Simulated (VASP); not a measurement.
Consider the following.

```
AlRu
1.0
    3.00135     0.00000     0.00000
    0.00000     3.00135     0.00000
    0.00000     0.00000     3.00135
Al Ru
1 1
Direct
  0.50000   0.50000   0.50000
  0.00000   0.00000   0.00000
```

Method: PBE GGA, VASP's PBE PAW potentials (set 64) (plane waves; VASP). Numerical set-up: 400 eV cut-off, Gaussian smearing of 0.050 eV, potentials Al Ru_pv.

**Question.** Estimate the band gap (along the path) with the smallest direct gap where there is one.

**Answer.** 
| Item | Value |
|---|---|
| band gap (along the path) | none (metal, semimetal or under 0.01 eV) |

The compound is RuAl in the CsCl type structure. It was relaxed first. The electron count is odd and the run is not spin-polarised, which forces a metal.
